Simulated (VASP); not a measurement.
Crystal: AlN.

```
Al N
1.0
     0.00000    2.18399    2.18399
     2.18399    0.00000    2.18399
     2.18399    2.18399    0.00000
Al N
1 1
Cartesian
  0.0000 0.0000 0.0000
  3.2760 3.2760 3.2760
```

Measurements of this composition are mostly on another form, of space group No. 186.

| Item | Value |
| --- | --- |
| Program | VASP 6.6.1 |
| Task | relaxation of cell and atoms |
| Functional | PBE |
| Potentials or basis | VASP PAW PBE potentials, release 64 (Al, N) |
| Cutoff | 600 eV |
| k mesh | 10 × 10 × 10 |
| Occupations | gaussian, width 0.02 eV |
| Spin | no spin polarisation |

At the start: pressure 4.5 GPa; volume 10.42 Å³/atom.

Problem. Where does the relaxation end?

Solution. Over 3 steps the energy falls by 3.2 meV/atom and the volume is 10.65 Å³/atom (+2.2 %); space group F-43m (No. 216, to 0.05 Å).

Step by step:
```tsv
step	energy change (eV)	largest force (eV/Å)	pressure (GPa)	volume (Å³)
1	0.0000	0.0000	4.48	20.83
2	-0.0014	0.0000	-3.67	21.72
3	-0.0064	0.0000	0.00	21.30
```

Final structure:
```
Al N
1.0
     0.00000    2.20017    2.20017
     2.20017    0.00000    2.20017
     2.20017    2.20017    0.00000
Al N
1 1
Direct
  0.00000 0.00000 0.00000
  0.75000 0.75000 0.75000
```
